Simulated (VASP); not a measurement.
**MoSe$_{2}$ (space group P6_3/mmc): computed properties**

Calculation: PBE GGA with D3 dispersion (Becke-Johnson damping), VASP's PBE PAW potentials (set 64) (plane waves; VASP).

```
Quantity                                                                                                Value
-----------------------------------------------  ------------------------------------------------------------
space group                                                                                    P6_3/mmc (194)
cell                                             a = b = 3.2755 Å, c = 12.7052 Å, α = β = 90.00°, γ = 120.00°
volume per atom                                                                                 19.68 Å³/atom
band gap (over mesh and band path)                                                                    0.72 eV
smallest direct gap (over mesh and band path)                                                         1.46 eV
band-edge character without spin-orbit coupling                                    indirect, Γ to K-Γ at 0.44
band gap with spin-orbit coupling                                                                     0.75 eV
density                                                                                            7.14 g/cm³
mean ε∞ (independent particles)                                                                         16.07
```

MoSe$_{2}$ has the hexagonal space group P6₃/mmc (No. 194), Pearson symbol hP6. Cell: a = b = 3.276 Å, c = 12.705 Å, α = β = 90.00°, γ = 120.00°. Se on 4f has 3 Mo at 2.527 Å (trigonal pyramidal). Mo on 2c is surrounded by 6 Se at 2.527 Å (trigonal prismatic). (Neighbours: up to the widest gap in distance over summed covalent radii, below 1.35, at either atom; cation-cation and far metal-metal contacts left out.)

The path is coarsely sampled, so an indirect gap can come out somewhat too large.

The structure comes from a measured MoSe2 entry (P6_3/mmc) of the Crystallography Open Database, whose conditions weren't checked. It was relaxed first. Symmetry was kept, so distortions that lower it aren't found.
